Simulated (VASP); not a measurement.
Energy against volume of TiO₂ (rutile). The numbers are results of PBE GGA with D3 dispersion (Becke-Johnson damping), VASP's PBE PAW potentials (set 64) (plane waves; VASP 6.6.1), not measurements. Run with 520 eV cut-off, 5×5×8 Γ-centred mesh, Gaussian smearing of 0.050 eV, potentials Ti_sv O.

Shape and ions are relaxed at each volume.

```
V (Å³/atom)  E (eV/atom)
-----------  -----------
10.166          -9.18278
10.481          -9.19020
10.795          -9.18485
11.109          -9.16900
```

### Question
Fit these four points and predict the energy of the run at 9.852 Å³/atom.

### Answer
A cubic in V^(−2/3), the third-order Birch-Murnaghan form, passes through the four points with V0 = 10.50 Å³/atom and B0 = 214 GPa, and gives -9.1599 eV/atom there. The run gave -9.1601 eV/atom, -0.2 meV/atom from the fit; all five points give B0 = 214 GPa.

The compound is TiO2 in the rutile structure. It was relaxed first.
